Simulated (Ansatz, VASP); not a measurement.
# MoS2 in two plane-wave programs, part 2 of 2

One calculation is typed for both programs; each brings its own data sets. How far apart do they land? The structure shown is the start of the Ansatz relaxation below; VASP solves that cell, so the two are compared at the walk's first step.

VASP 6.6.1 and Ansatz 0.2.0.

So far. Step 4 (Comparison): The forces differ by 1.9 meV/Å r.m.s., which is 1.7 % of the r.m.s. force of 0.117 eV/Å (both taken over all components). With vacuum in the cell, a pressure given here is an average over mostly empty space and none of the material.

## (6) VASP: single point, PBEsol, start cell, pair 2

Level of this step: PBEsol, no spin polarisation; plane waves and PAW (Mo_sv, S) (VASP).

The same cell, functional, mesh and smearing now go to VASP, with its own data sets.

File INCAR:

```
SYSTEM = MoS2
PREC = Accurate
ENCUT = 400
EDIFF = 1E-06
NELM = 120
ISMEAR = 1
SIGMA = 0.2
LREAL = .FALSE.
ALGO = Normal
GGA = PS
NBANDS = 19
LASPH = .TRUE.
LORBIT = 11
LWAVE = .FALSE.
LCHARG = .FALSE.
ISIF = 2
LDIPOL = .TRUE.
IDIPOL = 3
DIPOL = 0.5 0.5 0.339
LVHAR = .TRUE.
GGA_COMPAT = .FALSE.
NELMDL = -8
KPAR = 2
```

File POSCAR:

```
MoS2
1.0
    3.0497988012      0.0000000000      0.0000000000
   -1.5248994006      2.6412032383      0.0000000000
    0.0000000000      0.0000000000     29.5040000000
Mo S
1 2
Direct
    0.0000000000      0.0000000000      0.3389370933
    0.3333333333      0.6666666667      0.3939317720
    0.6666666667      0.3333333333      0.2839424146
```

File KPOINTS:

```
Automatic mesh
0
Gamma
15 15 1
0 0 0
```

The projector-augmented-wave data sets are Mo_sv and S (PBE family, release 64).

Launch:

```
mpirun -np 2 vasp_std
```

Numbers of over 12 decimals in the logs are rounded to 6 here.

Log:

```text
[banner, memory and clock lines left out]
running    2 mpi-ranks, on    1 nodes
[...]
[... a notice as in an earlier step ...]

 LDA part: xc-table for (Slater+PW92), standard interpolation
 POSCAR, INCAR and KPOINTS ok, starting setup
[...]
entering main loop
       N       E                     dE             d eps       ncg     rms          rms(c)
DAV:   1     0.133081028996E+03    0.13308E+03   -0.12116E+04  1458   0.854E+02
DAV:   2    -0.133892619491E+02   -0.14647E+03   -0.14304E+03  1467   0.205E+02
DAV:   3    -0.238045869293E+02   -0.10415E+02   -0.10324E+02  1364   0.515E+01
DAV:   4    -0.239376311009E+02   -0.13304E+00   -0.13262E+00  1398   0.646E+00
[...]
DAV:  25    -0.225391476026E+02   -0.18896E-05   -0.23358E-08   857   0.512E-04    0.376E-04
DAV:  26    -0.225391492735E+02   -0.16709E-05   -0.38340E-08   825   0.577E-04    0.161E-04
DAV:  27    -0.225391494786E+02   -0.20502E-06   -0.32939E-09   729   0.258E-04
   1 F= -.22539149E+02 E0= -.22539691E+02  d E =0.162432E-02
```

Parts of OUTCAR (step 6):

```text
  Total        1.5478644      1.5478644      0.7098826      0.0000000      0.0000000     -0.0000000
  in kB       10.4349311     10.4349311      4.7856749      0.0000000      0.0000000     -0.0000000
  external PRESSURE =       8.5518457 kB  Pullay stress =       0.0000000 kB

 POSITION                                       TOTAL-FORCE (eV/Angst)
 -----------------------------------------------------------------------------------
      0.00000      0.00000     10.00000         0.000000      0.000000     -0.000000
     -0.00000      1.76080     11.62256        -0.000000      0.000000      0.254066
      1.52490      0.88040      8.37744         0.000000     -0.000000     -0.254066
 -----------------------------------------------------------------------------------
    total drift:                               -0.000000     -0.000000      0.000036

  FREE ENERGIE OF THE ION-ELECTRON SYSTEM (eV)
  ---------------------------------------------------
  free  energy   TOTEN  =       -22.5391494786 eV

  energy  without entropy=      -22.5407737967  energy(sigma->0) =      -22.53969092

[... 1 part as in an earlier step ...]

[... 2 further parts left out ...]
[key lines of the parts left out:]
E-fermi :  -2.1959
```

The run ends at a pressure of 0.86 GPa, with forces up to 0.25 eV/Å.

## (7) Side by side

Forces (eV/Å; atoms numbered as in POSCAR):

```
atom        Ansatz x, y, z          VASP x, y, z
 Mo1   0.000, 0.000, 0.000   0.000, 0.000, 0.000
  S2   0.000, 0.000, 0.249   0.000, 0.000, 0.254
  S3  0.000, 0.000, -0.249  0.000, 0.000, -0.254
```

The forces differ by 2.3 meV/Å r.m.s., which is 1.9 % of the r.m.s. force of 0.120 eV/Å (both taken over all components). With vacuum in the cell, a pressure given here is an average over mostly empty space and none of the material.

## (8) Ansatz: relaxation, PBEsol

The two programs are compared at the cell with which this relaxation starts, whose forces are those of its first step.

The structure compared here is the start of the Ansatz relaxation; VASP solves that cell, so the two are compared at the walk's first step.

File input.yaml:

```yaml
crystal:
  lattice:
    - [3.0809191971, 0.0, 0.0]
    - [-1.5404595985, 2.6681542917, 0.0]
    - [0.0, 0.0, 29.504]
  atoms:
    - { symbol: Mo, position: [0.0, 0.0, 0.3389370933] }
    - { symbol: S, position: [0.3333333333, 0.6666666667, 0.3933825537] }
    - { symbol: S, position: [0.6666666667, 0.3333333333, 0.2844916329] }
  periodic: [true, true, false]
kpoints:
  mp_grid: { grid: [15, 15, 1] }
hamiltonian:
  xc: pbesol
  pseudopotentials: { kind: paw, azcp: { folder: soft_1 }, xc_functional: pbe }
scf:
  occupations: { method: methfessel_paxton, width: 0.2 }
output:
  forces: true
  stress: true
  eigenvalues: true
relax:
  adjacent_minimum: "off"
  f_tol: 0.001
  max_steps: 60
```

Launch:

```
ansatz run input.yaml --threads 4 --pin off --max-ram 16384MiB --backend cpu --events-out ev --progress --plain --runs-dir out
```

Log:

```text
[...]
Crystal: 3 atoms, lattice volume = 242.534 Å³
Basis set: ecut = 420 eV, 4743 PW (Γ), exchange–correlation on 48×48×400 points (8 copies of the dense FFT grid, shifted against one another)
Bands: 17, of which v1, the nominal top of the filled ones, is band 13 counted from 1 (12 counted from 0)
Symmetry: 12 space group operations
[...]
--- Relaxed structure (4 steps of the walk, 4 accepted, 0 SCFs on fresh bases) ---
  F+E_penalty+E_count = -6669.31510552 eV   max|allowed force component| = 7.658e-4 eV/Å
  cell:  # Å, volume = 242.5337 Å³
    - [3.080919, -2.8867458226129304e-11, 0.0]
    - [-1.540460, 2.668154, 0.0]
    - [0.0, 0.0, 29.504]
  atoms:
    - { symbol: Mo, position: [0, 0, 0.3389370933] }
    - { symbol: S, position: [0.333333, 0.666667, 0.393932] }
    - { symbol: S, position: [0.666667, 0.333333, 0.283942] }
[key lines of the parts left out:]
SCF converged after 3 iterations
Free energy (F): -6669.315106 eV
Fermi energy:    -5.084781 eV
P = ½ c Tr σ = 1.0703 N/m
```

## (9) VASP: single point, PBEsol, start cell, pair 3

The same cell, functional, mesh and smearing now go to VASP, with its own data sets.

INCAR is that of step 6.

File POSCAR:

```
MoS2
1.0
    3.0809191971      0.0000000000      0.0000000000
   -1.5404595985      2.6681542917      0.0000000000
    0.0000000000      0.0000000000     29.5040000000
Mo S
1 2
Direct
    0.0000000000      0.0000000000      0.3389370933
    0.3333333333      0.6666666667      0.3933825583
    0.6666666667      0.3333333333      0.2844916283
```

KPOINTS is that of step 6.

Launch:

```
mpirun -np 2 vasp_std
```

Log:

```text
[... set-up lines as in an earlier step ...]
 entering main loop
       N       E                     dE             d eps       ncg     rms          rms(c)
DAV:   1     0.136929145514E+03    0.13693E+03   -0.11834E+04  1442   0.844E+02
DAV:   2    -0.127908976028E+02   -0.14972E+03   -0.14615E+03  1479   0.203E+02
DAV:   3    -0.238507775242E+02   -0.11060E+02   -0.10983E+02  1362   0.525E+01
DAV:   4    -0.240069078695E+02   -0.15613E+00   -0.15510E+00  1408   0.680E+00
[...]
DAV:  25    -0.225571118583E+02   -0.33517E-05   -0.79615E-08   871   0.760E-04    0.166E-04
DAV:  26    -0.225571130206E+02   -0.11623E-05   -0.19275E-08   837   0.504E-04    0.167E-04
DAV:  27    -0.225571134157E+02   -0.39510E-06   -0.46462E-09   681   0.277E-04
   1 F= -.22557113E+02 E0= -.22557170E+02  d E =0.168812E-03
```

Parts of OUTCAR (step 9):

```text
  Total        0.8889078      0.8889078      0.7791528      0.0000000     -0.0000000     -0.0000000
  in kB        5.8721231      5.8721231      5.1470821      0.0000000     -0.0000000     -0.0000000
  external PRESSURE =       5.6304428 kB  Pullay stress =       0.0000000 kB

 POSITION                                       TOTAL-FORCE (eV/Angst)
 -----------------------------------------------------------------------------------
      0.00000      0.00000     10.00000        -0.000000      0.000000     -0.000000
     -0.00000      1.77877     11.60636         0.000000     -0.000000      0.278152
      1.54046      0.88938      8.39364        -0.000000      0.000000     -0.278152
 -----------------------------------------------------------------------------------
    total drift:                               -0.000000     -0.000000      0.000117

  FREE ENERGIE OF THE ION-ELECTRON SYSTEM (eV)
  ---------------------------------------------------
  free  energy   TOTEN  =       -22.5571134157 eV

  energy  without entropy=      -22.5572822275  energy(sigma->0) =      -22.55716969

[... 1 part as in an earlier step ...]

[... 2 further parts left out ...]
[key lines of the parts left out:]
E-fermi :  -2.2288
```

The run ends at a pressure of 0.56 GPa, with forces up to 0.28 eV/Å.

## (10) Differences

Forces (eV/Å; atoms numbered as in POSCAR):

```
atom        Ansatz x, y, z          VASP x, y, z
 Mo1   0.000, 0.000, 0.000   0.000, 0.000, 0.000
  S2   0.000, 0.000, 0.273   0.000, 0.000, 0.278
  S3  0.000, 0.000, -0.273  0.000, 0.000, -0.278
```

The forces differ by 2.5 meV/Å r.m.s., which is 1.9 % of the r.m.s. force of 0.131 eV/Å (both taken over all components). With vacuum in the cell, a pressure given here is an average over mostly empty space and none of the material.

## (11) Outcome

```yaml
r_m_s_force_difference_single_point_pbesol_start_cell_pair_1: 1.9 meV/Å
r_m_s_force_difference_single_point_pbesol_start_cell_pair_2: 2.3 meV/Å
r_m_s_force_difference_single_point_pbesol_start_cell_pair_3: 2.5 meV/Å
```

In words: The r.m.s. force difference is 2.5 meV/Å (single point, PBEsol, start cell, pair 3), within the 12 meV/Å picked in this series as the mark of a large difference. 12 further runs of this series are not shown here. Such differences can come from data sets, numerical settings and the points named under the comparisons, not from the functional's error against experiment.

[Lines on the potential files, build, host, timing and source positions are cut from VASP's logs without a mark.]

[Logs are printed without paths, hosts, clocks, repeated set-up lines and the standing remarks that a program may print on its own settings, such as how far it seeks lower states.]

[Hosts, paths, dates, database ids (printed as entryN), source tags and the programs' standing remarks are cut or masked in the printed files.]
